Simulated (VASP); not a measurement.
Calculation: revPBE GGA, VASP's PBE PAW potentials (set 64) (plane waves; VASP).

A VASP calculation is set up with these files.

### POSCAR
```
AgCl
1
    0.0000000000     2.8006258850     2.8006258850
    2.8006258850     0.0000000000     2.8006258850
    2.8006258850     2.8006258850     0.0000000000
Ag Cl
1 1
Direct
  0.0000000000   0.0000000000   0.0000000000
  0.5000000000   0.5000000000   0.5000000000
```

INCAR:
```
LASPH = .True.   ! aspherical one-centre terms
NELM = 100   ! most electronic steps
LCHARG = .False.
ISIF = 2
LREAL = .False.
EDIFF = 1E-7
LWAVE = .False.
ENCUT = 520   ! plane-wave cut-off (eV)
ALGO = Normal   ! blocked Davidson
SYSTEM = AgCl
SIGMA = 0.05
ISMEAR = 0   ! Gaussian
LMAXMIX = 4
PREC = Accurate
GGA = RE   ! revPBE
```

File KPOINTS:
```
Automatic mesh
0
Gamma
8 8 8
0 0 0
```

POTCAR, in this order: Ag Cl (PBE.64 set). Program: vasp_std.

Output of the run:

File OUTCAR:
```
 ion  position               nearest neighbor table
   1  0.000  0.000  0.000-   2 2.80   2 2.80   2 2.80   2 2.80   2 2.80   2 2.80
   2  0.500  0.500  0.500-   1 2.80   1 2.80   1 2.80   1 2.80   1 2.80   1 2.80
  LATTYP: Found a face centered cubic cell.
 ALAT       =     5.6012517700
 Subroutine PRICEL returns:
 Original cell was already a primitive cell.
 Subroutine GETGRP returns: Found 48 space group operations
The static configuration has the point symmetry O_h .
The dynamic configuration has the point symmetry O_h .
 Subroutine INISYM returns: Found 48 space group operations
 Subroutine IBZKPT returns following result:
 Found     29 irreducible k-points:

 Following reciprocal coordinates:
            Coordinates               Weight
  0.000000  0.000000  0.000000      1.000000
  0.125000  0.000000  0.000000      8.000000
  0.250000  0.000000  0.000000      8.000000
  0.375000  0.000000  0.000000      8.000000
  0.500000  0.000000  0.000000      4.000000
  0.125000  0.125000  0.000000      6.000000
  0.250000  0.125000  0.000000     24.000000
  0.375000  0.125000  0.000000     24.000000
  0.500000  0.125000  0.000000     24.000000
...
```

OSZICAR:
```
       N       E                     dE             d eps       ncg     rms          rms(c)
DAV:   1     0.102554665058E+03    0.10255E+03   -0.88290E+03   794   0.125E+03
DAV:   2    -0.719798020709E+00   -0.10327E+03   -0.95817E+02   909   0.252E+02
DAV:   3    -0.492865572131E+01   -0.42089E+01   -0.41972E+01   899   0.551E+01
DAV:   4    -0.496259632413E+01   -0.33941E-01   -0.33937E-01   849   0.549E+00
DAV:   5    -0.496312418959E+01   -0.52787E-03   -0.52786E-03   899   0.694E-01    0.585E+00
DAV:   6    -0.477766990157E+01    0.18545E+00   -0.30851E-01   799   0.739E+00    0.389E+00
DAV:   7    -0.477367901104E+01    0.39909E-02   -0.11299E-01   769   0.274E+00    0.195E+00
DAV:   8    -0.477426366751E+01   -0.58466E-03   -0.63455E-03   779   0.102E+00    0.265E-01
DAV:   9    -0.477450293248E+01   -0.23926E-03   -0.89612E-04   844   0.415E-01    0.422E-02
DAV:  10    -0.477465314010E+01   -0.15021E-03   -0.21552E-04   769   0.146E-01    0.400E-02
DAV:  11    -0.477467008373E+01   -0.16944E-04   -0.23806E-05   799   0.392E-02    0.536E-03
DAV:  12    -0.477467049444E+01   -0.41072E-06   -0.78073E-07   864   0.957E-03    0.427E-03
DAV:  13    -0.477467064184E+01   -0.14739E-06   -0.58087E-07   779   0.756E-03    0.157E-03
DAV:  14    -0.477467060397E+01    0.37862E-07   -0.24867E-08   502   0.152E-03
   1 F= -.47746706E+01 E0= -.47746706E+01  d E =-.343899E-11
```

### OUTCAR
```
------------------------ aborting loop because EDIFF is reached ----------------------------------------
  FORCE on cell =-STRESS in cart. coord.  units (eV):
  Direction    XX          YY          ZZ          XY          YZ          ZX
  --------------------------------------------------------------------------------------
  Total        0.6384261      0.6384261      0.6384261      0.0000000      0.0000000     -0.0000000
  in kB       23.2823034     23.2823034     23.2823034      0.0000000      0.0000000     -0.0000000
  external PRESSURE =      23.2823034 kB  Pullay stress =       0.0000000 kB
  volume of cell :       43.93
      direct lattice vectors                 reciprocal lattice vectors
     0.000000000  2.800625885  2.800625885    -0.178531521  0.178531521  0.178531521
     2.800625885  0.000000000  2.800625885     0.178531521 -0.178531521  0.178531521
     2.800625885  2.800625885  0.000000000     0.178531521  0.178531521 -0.178531521
  FREE ENERGIE OF THE ION-ELECTRON SYSTEM (eV)
  ---------------------------------------------------
  free  energy   TOTEN  =        -4.7746706040 eV

  energy  without entropy=       -4.7746706040  energy(sigma->0) =       -4.77467060
```
(Selected blocks of OUTCAR.)

The compound is AgCl in the rock salt structure. This cell is one point of a volume scan, at 0.94 of the reference volume.
